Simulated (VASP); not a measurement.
Runs of VASP 6.6.1 on AlNi. The cell holds a slab with vacuum, 8 atoms: a = 2.881 Å, b = 2.881 Å, c = 25.084 Å, α = 90.00°, β = 90.00°, γ = 90.00°. 

```csv
level,potentials or basis,gap on the mesh (eV),moment (μB),largest force (eV/Å),work function (eV)
RPBE,"VASP PAW PBE potentials, release 64 (Ni, Al)",none,0.00,0.94,4.05
PBEsol,"VASP PAW PBE potentials, release 64 (Ni, Al)",none,0.00,0.94,4.18
revPBE,"VASP PAW PBE potentials, release 64 (Ni, Al)",none,0.00,0.94,4.05
r2SCAN,"VASP PAW PBE potentials, release 64 (Ni, Al)",none,0.72,0.79,(c)
LDA,"VASP PAW LDA potentials, release 64 (Ni, Al)",none,0.00,1.18,4.30
BLYP,"VASP PAW PBE potentials, release 64 (Ni, Al)",none,0.00,1.08,(b)
PBE,"VASP PAW PBE potentials, release 64 (Ni, Al)",none,0.00,(a),4.13
```

Alike in all rows: task work function; spin collinear, ferromagnetic start; cell as given; k mesh 7 × 7 × 1; cutoff (eV) 520; smearing fermi-dirac 0.05 eV.

**Question.** Estimate the missing entries.

**Answer.** (a) 0.95; (b) 3.75; (c) 4.19.

Caveats: the PAW data sets were made with another functional, which shifts forces and pressure a little (some runs).

A k mesh can miss the band edges.

A gap of «none» marks a metal or a gap under the smearing width.

Not every run made on this cell is shown here.
